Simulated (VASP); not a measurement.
Output of a VASP run:

OSZICAR:
```
...
DAV:  18    -0.404276442166E+02   -0.72610E-06   -0.96912E-06  2175   0.322E-02
   1 F= -.40427644E+02 E0= -.40427577E+02  d E =-.404276E+02
       N       E                     dE             d eps       ncg     rms          rms(c)
DAV:   1    -0.405319623582E+02   -0.10432E+00   -0.45364E+00  1980   0.249E+01    0.433E+00
DAV:   2    -0.404322757402E+02    0.99687E-01   -0.38047E-01  2000   0.742E+00    0.126E+00
DAV:   3    -0.404222368236E+02    0.10039E-01   -0.99692E-02  2761   0.286E+00    0.470E-01
DAV:   4    -0.404210128048E+02    0.12240E-02   -0.12184E-02  2189   0.110E+00    0.152E-01
DAV:   5    -0.404248414214E+02   -0.38286E-02   -0.91277E-03  2620   0.887E-01    0.138E-01
DAV:   6    -0.404248973033E+02   -0.55882E-04   -0.30670E-03  1895   0.628E-01    0.970E-02
DAV:   7    -0.404257345323E+02   -0.83723E-03   -0.15749E-03  2345   0.393E-01    0.313E-02
DAV:   8    -0.404257036738E+02    0.30859E-04   -0.39027E-05  2485   0.655E-02    0.176E-02
DAV:   9    -0.404257207131E+02   -0.17039E-04   -0.19412E-05  2459   0.465E-02    0.743E-03
DAV:  10    -0.404257120631E+02    0.86500E-05   -0.21596E-06  1788   0.180E-02    0.935E-04
DAV:  11    -0.404257137128E+02   -0.16497E-05   -0.15552E-07   965   0.501E-03    0.113E-03
DAV:  12    -0.404257130300E+02    0.68282E-06   -0.10289E-07   950   0.383E-03
   2 F= -.40425713E+02 E0= -.40425649E+02  d E =0.193119E-02
       N       E                     dE             d eps       ncg     rms          rms(c)
DAV:   1    -0.404660812788E+02   -0.40368E-01   -0.12931E+00  1940   0.131E+01    0.235E+00
DAV:   2    -0.404365232322E+02    0.29558E-01   -0.95871E-02  1960   0.381E+00    0.658E-01
DAV:   3    -0.404332238583E+02    0.32994E-02   -0.29568E-02  2691   0.159E+00    0.287E-01
DAV:   4    -0.404330707148E+02    0.15314E-03   -0.45753E-03  2189   0.655E-01    0.753E-02
DAV:   5    -0.404343258227E+02   -0.12551E-02   -0.24841E-03  2560   0.481E-01    0.762E-02
DAV:   6    -0.404344899422E+02   -0.16412E-03   -0.92538E-04  1925   0.336E-01    0.481E-02
DAV:   7    -0.404346461226E+02   -0.15618E-03   -0.53448E-04  2202   0.240E-01    0.195E-02
DAV:   8    -0.404346563770E+02   -0.10254E-04   -0.87648E-06  2285   0.312E-02    0.117E-02
DAV:   9    -0.404346672474E+02   -0.10870E-04   -0.83126E-06  2336   0.291E-02    0.265E-03
DAV:  10    -0.404346741721E+02   -0.69248E-05   -0.94980E-07  1113   0.119E-02    0.149E-03
DAV:  11    -0.404346720338E+02    0.21384E-05   -0.14197E-07   935   0.448E-03    0.715E-04
DAV:  12    -0.404346722785E+02   -0.24475E-06   -0.31416E-08   940   0.160E-03
   3 F= -.40434672E+02 E0= -.40434606E+02  d E =-.702806E-02
       N       E                     dE             d eps       ncg     rms          rms(c)
DAV:   1    -0.404358712302E+02   -0.11992E-02   -0.70454E-02  1915   0.273E+00    0.181E-01
DAV:   2    -0.404350965775E+02    0.77465E-03   -0.19371E-03  2095   0.387E-01    0.985E-02
DAV:   3    -0.404350503251E+02    0.46252E-04   -0.79907E-04  2000   0.296E-01    0.412E-02
DAV:   4    -0.404349927066E+02    0.57619E-04   -0.32028E-04  2065   0.197E-01    0.108E-02
DAV:   5    -0.404350789647E+02   -0.86258E-04   -0.29541E-04  2050   0.188E-01    0.779E-03
DAV:   6    -0.404351258685E+02   -0.46904E-04   -0.38631E-05  1935   0.654E-02    0.349E-03
DAV:   7    -0.404351293743E+02   -0.35058E-05   -0.75988E-07  1365   0.997E-03    0.154E-03
DAV:   8    -0.404351292390E+02    0.13534E-06   -0.21879E-07   955   0.562E-03
   4 F= -.40435129E+02 E0= -.40435065E+02  d E =-.456960E-03
```

File OUTCAR:
```
------------------------ aborting loop because EDIFF is reached ----------------------------------------
  FORCE on cell =-STRESS in cart. coord.  units (eV):
  Direction    XX          YY          ZZ          XY          YZ          ZX
  --------------------------------------------------------------------------------------
  Total        0.0026699      0.0026699     -0.0096510      0.0000000     -0.0000000     -0.0000000
  in kB        0.1390085      0.1390085     -0.5024853      0.0000000     -0.0000000     -0.0000000
  external PRESSURE =      -0.0748228 kB  Pullay stress =       0.0000000 kB
  volume of cell :       30.77
      direct lattice vectors                 reciprocal lattice vectors
     1.581757627 -2.739685043  0.000000000     0.316104055 -0.182502730 -0.000000000
     1.581757627  2.739685043 -0.000000000     0.316104055  0.182502730 -0.000000000
     0.000000000  0.000000000  3.550481965     0.000000000  0.000000000  0.281651902
 POSITION                                       TOTAL-FORCE (eV/Angst)
 -----------------------------------------------------------------------------------
      0.00000      0.00000      0.00000        -0.000000     -0.000000     -0.000000
      1.58176      0.91323      1.77524         0.000000      0.000000     -0.000000
      1.58176     -0.91323      1.77524        -0.000000     -0.000000      0.000000
 -----------------------------------------------------------------------------------
    total drift:                                0.000000     -0.000000      0.000000
  FREE ENERGIE OF THE ION-ELECTRON SYSTEM (eV)
  ---------------------------------------------------
  free  energy   TOTEN  =       -40.4351292390 eV

  energy  without entropy=      -40.4349363691  energy(sigma->0) =      -40.43506495

 reached required accuracy - stopping structural energy minimisation
```
(Selected blocks of OUTCAR.)

**POSCAR**
```
ZrB2
1
    1.5773694155    -2.7320844331    -0.0000000000
    1.5773694155     2.7320844331     0.0000000000
   -0.0000000000    -0.0000000000     3.5119726413
Zr B
1 2
Direct
  0.0000000000   0.0000000000   0.0000000000
  0.3333330000   0.6666670000   0.5000000000
  0.6666670000   0.3333330000   0.5000000000
```

Problem. Reconstruct the remaining input files.

Solution. This is not unique; one that fits is the input of the run itself, r2SCAN+rVV10, plane waves, VASP's PBE PAW potentials (set 64).

KPOINTS:
```
kpoints
0
G
10 10 8
0 0 0
```

**INCAR**
```
! general
SYSTEM    =  ZrB2
PREC      =  Accurate
ENCUT     =  520
LREAL     =  .FALSE.   ! projection in real space or not
LASPH     =  .TRUE.   ! aspherical one-centre terms

! electronic loop
EDIFF     =  1E-6
NELM      =  100
ALGO      =  Normal   ! blocked Davidson
LMAXMIX   =  4   ! l cut-off of mixed one-centre charges
LMIXTAU   =  .TRUE.

! smearing
ISMEAR    =  1   ! Methfessel-Paxton
SIGMA     =  0.1   ! width (eV)

! functional
METAGGA   =  R2SCAN
LUSE_VDW  =  .TRUE.
BPARAM    =  11.95
CPARAM    =  0.0093

! ions
IBRION    =  2   ! conjugate gradients
NSW       =  60   ! most ionic steps
ISIF      =  3   ! ions, shape and volume
EDIFFG    =  -0.02

! output
LWAVE     =  .FALSE.
LCHARG    =  .FALSE.
```

POTCAR, in this order: Zr_sv B (PBE.64 set). Program: vasp_std.

The compound is ZrB2 in the AlB2 type structure. This run relaxes it. Symmetry was kept, so distortions that lower it aren't found.
